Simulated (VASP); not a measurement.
All values below come from PBE GGA, VASP's PBE PAW potentials (set 64) (plane waves; VASP).

VASP input:

### INCAR
```
# general
SYSTEM =HfN
PREC   =Accurate
ENCUT  =520
LREAL  =F
LASPH  =T

# electronic loop
EDIFF  =1E-6
NELM   =100
ALGO   =Normal
LMAXMIX=6

# smearing
ISMEAR =2
SIGMA  =0.02

# functional
GGA    =PE

# ions
ISIF   =2

# output
LWAVE  =F
LCHARG =F
```

File KPOINTS:
```
K-points
0
Gamma
  12 12 12
0 0 0
```

### POSCAR
```
HfN
3.2600450
  0.0000000000   0.7071068037   0.7071068037
  0.7071068037   0.0000000000   0.7071068037
  0.7071068037   0.7071068037   0.0000000000
Hf N
1 1
Cart
  0.0000000000   0.0000000000   0.0000000000
  0.7071068037   0.7071068037   0.7071068037
```

POTCAR, in this order: Hf_pv N (PBE.64 set). Program: vasp_std.

Output

File OSZICAR:
```
       N       E                     dE             d eps       ncg     rms          rms(c)
DAV:   1     0.386425824282E+02    0.38643E+02   -0.83186E+03  1584   0.128E+03
DAV:   2    -0.223143882657E+02   -0.60957E+02   -0.57937E+02  2041   0.251E+02
DAV:   3    -0.247163647214E+02   -0.24020E+01   -0.23696E+01  2068   0.430E+01
DAV:   4    -0.247390204056E+02   -0.22656E-01   -0.22597E-01  1900   0.421E+00
DAV:   5    -0.247394900046E+02   -0.46960E-03   -0.46886E-03  2063   0.407E-01    0.436E+01
DAV:   6    -0.218343807665E+02    0.29051E+01   -0.16322E+01  1839   0.278E+01    0.376E+01
DAV:   7    -0.217473580464E+02    0.87023E-01   -0.74872E-01  1785   0.777E+00    0.251E+01
DAV:   8    -0.217340260595E+02    0.13332E-01   -0.19769E-01  1825   0.402E+00    0.642E+00
DAV:   9    -0.217191943011E+02    0.14832E-01   -0.84153E-02  1865   0.199E+00    0.142E+00
DAV:  10    -0.217187743079E+02    0.41999E-03   -0.26672E-03  1853   0.485E-01    0.341E-01
DAV:  11    -0.217187781821E+02   -0.38742E-05   -0.30471E-04  1990   0.145E-01    0.415E-02
DAV:  12    -0.217187746453E+02    0.35368E-05   -0.20711E-05  1984   0.407E-02    0.360E-02
DAV:  13    -0.217187742979E+02    0.34745E-06   -0.78408E-07  1028   0.969E-03
   1 F= -.21718774E+02 E0= -.21718774E+02  d E =-.259992E-05
```

**OUTCAR**
```
------------------------ aborting loop because EDIFF is reached ----------------------------------------
  FORCE on cell =-STRESS in cart. coord.  units (eV):
  Direction    XX          YY          ZZ          XY          YZ          ZX
  --------------------------------------------------------------------------------------
  Total       -1.8624574     -1.8624574     -1.8624574      0.0000000      0.0000000      0.0000000
  in kB     -121.7982651   -121.7982651   -121.7982651      0.0000000      0.0000000      0.0000000
  external PRESSURE =    -121.7982651 kB  Pullay stress =       0.0000000 kB
  volume of cell :       24.50
      direct lattice vectors                 reciprocal lattice vectors
     0.000000000  2.305200000  2.305200000    -0.216900920  0.216900920  0.216900920
     2.305200000  0.000000000  2.305200000     0.216900920 -0.216900920  0.216900920
     2.305200000  2.305200000  0.000000000     0.216900920  0.216900920 -0.216900920
 POSITION                                       TOTAL-FORCE (eV/Angst)
 -----------------------------------------------------------------------------------
      0.00000      0.00000      0.00000        -0.000000     -0.000000     -0.000000
      2.30520      2.30520      2.30520         0.000000      0.000000      0.000000
 -----------------------------------------------------------------------------------
    total drift:                                0.000000     -0.000000     -0.000000
  FREE ENERGIE OF THE ION-ELECTRON SYSTEM (eV)
  ---------------------------------------------------
  free  energy   TOTEN  =       -21.7187742979 eV

  energy  without entropy=      -21.7187716980  energy(sigma->0) =      -21.71877365
```
(Selected blocks of OUTCAR.)

The compound is HfN in the rock salt structure. The cell was not relaxed at this level. The run is one of a series of settings (ISMEAR = 2, SIGMA = 0.02 against the base run), some of them coarse on purpose. The electron count is odd and the run is not spin-polarised, which forces a metal.
